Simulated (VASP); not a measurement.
Data:

```
BN
1.0
    1.27738    -2.21248     0.00000
    1.27738     2.21248     0.00000
    0.00000     0.00000     4.22506
B N
2 2
Direct
  0.66667   0.33333   0.50023
  0.33333   0.66667   0.00023
  0.66667   0.33333   0.87477
  0.33333   0.66667   0.37477
```

These are PW91 GGA, VASP's PBE PAW potentials (set 64) (plane waves; VASP) values and carry that method's errors. Settings: 520 eV cut-off, 10×10×5 Γ-centred mesh, Gaussian smearing of 0.050 eV, potentials B N.

Q: Estimate the energy per atom (σ→0).

A: 
```json
{
  "energy per atom (σ→0)": "-8.735 eV/atom"
}
```

Only differences to runs with the same potentials and settings are physical.

The compound is BN in the wurtzite structure, a metastable high-pressure form. It was relaxed first.
